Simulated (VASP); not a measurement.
An input for Quantum ESPRESSO's pw.x (written as the equivalent of a VASP run, and not itself run):

```
&CONTROL
  calculation = 'scf'
  pseudo_dir = './pseudo'
  outdir = './out'
  tprnfor = .true.
  tstress = .true.
/
&SYSTEM
  ibrav = 0
  nat = 2
  ntyp = 2
  ecutwfc = 88
  occupations = 'smearing'
  smearing = 'gaussian'
  degauss = 0.003675
  input_dft = 'pbesol'
/
&ELECTRONS
  conv_thr = 7.3e-09
  electron_maxstep = 100
/
ATOMIC_SPECIES
  Na 22.990 Na.upf
  H 1.008 H.upf
CELL_PARAMETERS angstrom
     0.0000000    2.3829387    2.3710240
     2.3829387    0.0000000    2.3710240
     2.3829387    2.3829387    0.0000000
ATOMIC_POSITIONS crystal
  Na   0.0000000  0.0000000  0.0000000
  H    0.5000000  0.5000000  0.5000000
K_POINTS automatic
  10 10 10 0 0 0
```

Q: Write the VASP files for the same calculation (PBEsol).

A: One answer among several that fit: 
### POSCAR
```
NaH
1
    0.0000000000     2.3829387416     2.3710240479
    2.3829387416     0.0000000000     2.3710240479
    2.3829387416     2.3829387416     0.0000000000
Na H
1 1
Direct
  0.0000000000   0.0000000000   0.0000000000
  0.5000000000   0.5000000000   0.5000000000
```

File KPOINTS:
```
Automatic mesh
0
G
 10 10 10
0 0 0
```

INCAR:
```
ALGO  =  Normal
EDIFF  =  1E-7
ENCUT  =  480
GGA  =  PS
ISIF  =  2
ISMEAR  =  0
LASPH  =  .TRUE.
LCHARG  =  .FALSE.
LREAL  =  .FALSE.
LWAVE  =  .FALSE.
NELM  =  100
PREC  =  Accurate
SIGMA  =  0.05
SYSTEM  =  NaH
```

POTCAR, in this order: Na_pv H (PBE.64 set). Program: vasp_std.

What does not carry over: the potentials are each code's own (VASP's PAW set, PseudoDojo norm-conserving files in pw.x), so ENCUT and ecutwfc are chosen apart and not converted; conv_thr bounds pw.x's estimated SCF error, while EDIFF bounds the energy change between steps.

The compound is NaH in the rock salt structure. This cell was strained or had an atom moved on purpose.
